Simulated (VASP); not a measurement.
```xyz
2
Lattice="3.5824 0.0000 0.0000 -1.7912 3.1025 0.0000 0.0000 0.0000 5.7344" Properties=species:S:1:pos:R:3 pbc="T T T"
Tb     0.0000     0.0000     0.0000
Nd     0.0000     2.0683     2.8672
```

Computed with PBEsol GGA with spin-orbit coupling, VASP's PBE PAW potentials (set 64) (plane waves; VASP 6.6.1). Numerical set-up: 400 eV cut-off, 11×11×6 Γ-centred mesh, Gaussian smearing of 0.050 eV, potentials Tb_3 Nd_3.

The 4f electrons are frozen in the core of the lanthanide potential, so 4f levels, which can set the real gap, and their magnetism are missing.

### Question
Give the energies of bands 15 to 27 at the high-symmetry points, in eV from the Fermi level.

### Answer

```json
[
 {"band": "15", "Γ": "-4.57", "M": "-1.73", "K": "-1.23", "A": "-3.23", "L": "-2.15", "H": "-0.93"},
 {"band": "16", "Γ": "-4.57", "M": "-1.73", "K": "-1.22", "A": "-3.23", "L": "-2.15", "H": "-0.90"},
 {"band": "17", "Γ": "-2.14", "M": "-1.65", "K": "-0.64", "A": "-2.67", "L": "-1.85", "H": "-0.67"},
 {"band": "18", "Γ": "-2.14", "M": "-1.65", "K": "-0.45", "A": "-2.67", "L": "-1.85", "H": "-0.52"},
 {"band": "19", "Γ": "1.48", "M": "-1.24", "K": "-0.45", "A": "0.63", "L": "-0.28", "H": "-0.50"},
 {"band": "20", "Γ": "1.48", "M": "-1.24", "K": "-0.21", "A": "0.63", "L": "-0.28", "H": "-0.45"},
 {"band": "21", "Γ": "1.68", "M": "0.62", "K": "-0.18", "A": "0.98", "L": "-0.19", "H": "-0.21"},
 {"band": "22", "Γ": "1.68", "M": "0.62", "K": "-0.17", "A": "0.98", "L": "-0.19", "H": "-0.04"},
 {"band": "23", "Γ": "1.74", "M": "1.32", "K": "0.78", "A": "1.38", "L": "1.94", "H": "0.66"},
 {"band": "24", "Γ": "1.74", "M": "1.32", "K": "0.83", "A": "1.38", "L": "1.94", "H": "0.81"},
 {"band": "25", "Γ": "1.90", "M": "1.55", "K": "1.27", "A": "1.51", "L": "2.56", "H": "0.82"},
 {"band": "26", "Γ": "1.90", "M": "1.55", "K": "1.34", "A": "1.51", "L": "2.56", "H": "1.02"},
 {"band": "27", "Γ": "2.17", "M": "2.26", "K": "2.52", "A": "1.53", "L": "2.94", "H": "2.67"}
]
```

It has no gap at this level: it comes out as a metal or semimetal.

The structure comes from a computed database's TbNd entry (P-6m2); how it stands against other phases isn't given here. It was relaxed first, which changed the volume by -7 %.
